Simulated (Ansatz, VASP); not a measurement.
## Two plane-wave programs on ZnCd2Se3

```
CELL_PARAMETERS angstrom
3.82631 0.00000 0.00000
0.00000 3.82631 0.00000
0.00000 0.00000 11.49988
ATOMIC_POSITIONS crystal
Zn 0.00000 0.00000 0.00000
Cd 0.00000 0.50000 0.59658
Cd 0.50000 0.00000 0.40342
Se 0.00000 0.50000 0.35288
Se 0.50000 0.00000 0.64712
Se 0.50000 0.50000 0.00000
```

Change from the starting cell: species swapped into the Ti2CuSb3 type (P-4m2, No. 115).

Alike in both runs: functional PBE; k mesh 4 × 4 × 2; occupations gaussian, width 0.1 eV; no spin polarisation.

Ansatz relaxed the structure, and its values are those at the end. VASP's run is a single point on that final structure, the one shown.

|  | VASP | Ansatz |
| --- | --- | --- |
| version | VASP 6.6.1 | Ansatz 0.2.0 |
| potentials or method | VASP PAW PBE potentials, release 64 (Zn, Cd, Se) | scalar-relativistic, plane waves, PAW |
| plane-wave cutoff (eV) | 520 | 420 |
| valence electrons in the cell | 54 | 100 |

Ansatz gave:

```
gap on the k mesh at the Fermi level (eV) : none
pressure (GPa)                            : 0.0
rms of the force components (eV/Å)        : 0.004
```

**Question.** What did VASP give for the same quantities?

**Answer.** gap on the k mesh at the Fermi level (eV): none; pressure (GPa): 0.3; rms of the force components (eV/Å): 0.016.

A gap of «none» marks a metal or a gap that the smearing closes. The two sets of potentials don't hold the same shells in valence.

Caveats: the k mesh is coarse (spacing up to 0.41 Å⁻¹), so the values aren't converged.
